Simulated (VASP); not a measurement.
A VASP calculation is set up with these files.

**KPOINTS**
```
Automatic mesh
0
Gamma
12 12 6
0 0 0
```

**INCAR**
```
SYSTEM = Tc
PREC = Accurate
ENCUT = 400
EDIFF = 1E-6
NELM = 100
ALGO = Normal
LREAL = .FALSE.
LASPH = .TRUE.
ISMEAR = 1
SIGMA = 0.1
GGA = PE
LMAXMIX = 4
LWAVE = .FALSE.
LCHARG = .FALSE.
ISIF = 2
ISPIN = 2
MAGMOM = 1.0 1.0 1.0 1.0
```

**POSCAR**
```
Tc
1
    1.3700000000    -2.3729100000     0.0000000000
    1.3700000000     2.3729100000     0.0000000000
    0.0000000000     0.0000000000     4.3900000000
Tc
2
Direct
  0.3333330000   0.6666670000   0.2500000000
  0.6666670000   0.3333330000   0.7500000000
```

POTCAR, in this order: Tc_pv (PBE.64 set). Program: vasp_std.

Problem. One choice in this input is risky. Which, and does it do harm here?

Solution. The risk: MAGMOM holds more values than there are atoms. Here it does no harm: the run (PBE GGA, plane waves, VASP's PBE PAW potentials (set 64)) converges to the same energy and pressure as with the safe setting.
File OSZICAR:
```
       N       E                     dE             d eps       ncg     rms          rms(c)
DAV:   1     0.276747611386E+03    0.27675E+03   -0.14597E+04  5600   0.125E+03
DAV:   2    -0.152640032759E+02   -0.29201E+03   -0.28800E+03  5952   0.400E+02
DAV:   3    -0.218594757855E+02   -0.65955E+01   -0.65290E+01  5904   0.719E+01
DAV:   4    -0.219103500952E+02   -0.50874E-01   -0.50763E-01  5676   0.634E+00
DAV:   5    -0.219107721991E+02   -0.42210E-03   -0.42209E-03  5690   0.598E-01    0.241E+01
DAV:   6    -0.208200304833E+02    0.10907E+01   -0.28828E+00  5540   0.164E+01    0.768E+00
DAV:   7    -0.207004822866E+02    0.11955E+00   -0.52748E-01  5608   0.641E+00    0.322E+00
DAV:   8    -0.207002801507E+02    0.20214E-03   -0.61572E-03  5532   0.829E-01    0.763E-01
DAV:   9    -0.206958302578E+02    0.44499E-02   -0.29043E-03  5544   0.534E-01    0.344E-01
DAV:  10    -0.206953869272E+02    0.44333E-03   -0.12172E-03  5528   0.361E-01    0.390E-02
DAV:  11    -0.206953980810E+02   -0.11154E-04   -0.31896E-05  5646   0.561E-02    0.116E-02
DAV:  12    -0.206953963552E+02    0.17257E-05   -0.20363E-06  4844   0.126E-02    0.556E-03
DAV:  13    -0.206953944185E+02    0.19368E-05   -0.36809E-07  2778   0.669E-03    0.152E-03
DAV:  14    -0.206953937269E+02    0.69160E-06   -0.71958E-08  2766   0.281E-03
   1 F= -.20695394E+02 E0= -.20695230E+02  d E =-.492615E-03  mag=    -0.0000
```

The compound is Tc in the hcp structure. The cell was not relaxed at this level.
